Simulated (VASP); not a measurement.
Given:

```yaml
crystal:
  lattice:
    - [4.31412, 0.00000, 0.00000]
    - [-2.15706, 3.73614, 0.00000]
    - [0.00000, 0.00000, 6.78395]
  atoms:
    - { symbol: La, position: [0.33333, 0.66667, 0.99466] }
    - { symbol: La, position: [0.66667, 0.33333, 0.49466] }
    - { symbol: B, position: [0.33333, 0.66667, 0.38034] }
    - { symbol: B, position: [0.66667, 0.33333, 0.88034] }
```

Level of theory: PBE GGA, VASP's PBE PAW potentials (set 64) (plane waves; VASP). Numerical set-up: 520 eV cut-off, 9×9×5 Γ-centred mesh, tetrahedra with Blöchl corrections, potentials La B.

The cores are frozen, which limits the accuracy of field gradients.

Q: Give the principal components of the electric field gradient (V/Å²) and the asymmetry η at each nucleus.

A: 
```json
[
 {"atom": "La1", "Vxx": "11.4", "Vyy": "11.4", "Vzz": "-22.7", "η": "0.00"},
 {"atom": "La2", "Vxx": "11.4", "Vyy": "11.4", "Vzz": "-22.7", "η": "0.00"},
 {"atom": "B3", "Vxx": "-0.2", "Vyy": "-0.2", "Vzz": "0.4", "η": "-"},
 {"atom": "B4", "Vxx": "-0.2", "Vyy": "-0.2", "Vzz": "0.4", "η": "-"}
]
```

The structure was generated: LaB was put into the wurtzite type (P6_3mc), which need not be its known phase. It was relaxed first, which changed the volume by -28 %.
